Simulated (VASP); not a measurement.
AlBN: atomic charges with LDA

Crystal: AlBN.

```
Al B N
1.0
     2.64562    0.00000    0.00000
     0.00000    2.64562    0.00000
     0.00000    0.00000    5.40264
Al B N
1 1 1
Direct
  0.50000 0.50000 0.00000
  0.50000 0.50000 0.50000
  0.00000 0.00000 0.00000
```

The cell was built by a generator and needn't be a form met in nature.

```yaml
Program: VASP 6.6.1
Task: atomic charges
Functional: LDA
Potentials_or_basis: VASP PAW LDA potentials, release 64 (Al, B, N)
Cutoff: 520 eV
k_mesh: 10 × 10 × 5
Occupations: gaussian, width 0.02 eV
Spin: no spin polarisation
Further_INCAR_settings: ALGO = Normal; EDIFF = 1e-06
```

```json
{"Pressure": "-5.7 GPa", "Band gap on the k mesh": "none (metal or under the smearing width)", "Valence electrons inside the program's atomic spheres": "Al 0.81; B 1.34; N 3.83"}
```

Stress tensor (GPa, compression positive):
```
-7.11  0.00  0.00
 0.00 -7.11  0.00
 0.00  0.00 -2.75
```

Levels at points of the mesh, in eV from the Fermi level:
```tsv
k point	band 2	band 3	band 4	band 5	band 6	band 7	band 8	band 9
(0.00, 0.00, 0.00)	-7.63	-5.52	-1.14	-1.14	1.45	5.06	5.67	5.67
(0.50, 0.00, 0.00)	-7.99	-3.99	-2.21	-2.18	-0.74	-0.68	6.67	8.80
(0.50, 0.50, 0.00)	-5.96	-5.96	-1.68	-0.35	0.08	0.08	1.75	4.84
```

It took 7.1 s on 1 thread of Intel(R) Xeon(R) 6975P-C (Granite Rapids), on a shared host, peak memory 0.14 GiB.
